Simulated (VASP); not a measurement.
Here is the system:

```yaml
crystal:
  lattice:
    - [1.70528, -2.95363, 0.00000]
    - [1.70528, 2.95363, 0.00000]
    - [0.00000, 0.00000, 6.33483]
  atoms:
    - { symbol: Ti, position: [0.00000, 0.00000, 0.00000] }
    - { symbol: S, position: [0.33333, 0.66667, 0.22446] }
    - { symbol: S, position: [0.66667, 0.33333, 0.77554] }
```

Calculation: PBE GGA, VASP's PBE PAW potentials (set 64) (plane waves; VASP). Settings: 520 eV cut-off, 12×12×6 Γ-centred mesh, tetrahedra with Blöchl corrections, potentials Ti_sv S.

The cores are frozen, which limits the accuracy of field gradients. Without a dispersion term in the relaxation, distances and binding between the weakly bound layers, chains or molecules are unreliable, and so is what depends on them.

Give the principal components of the electric field gradient (V/Å²) and the asymmetry η at each nucleus.

| atom | Vxx | Vyy | Vzz | η |
|---|---|---|---|---|
| Ti1 | 9.5 | 9.5 | -18.9 | 0.00 |
| S2 | 8.3 | 8.3 | -16.6 | 0.00 |
| S3 | 8.3 | 8.3 | -16.6 | 0.00 |

The compound is TiS2 in the 1T layered structure. It was relaxed first, which changed the volume by +11 %.
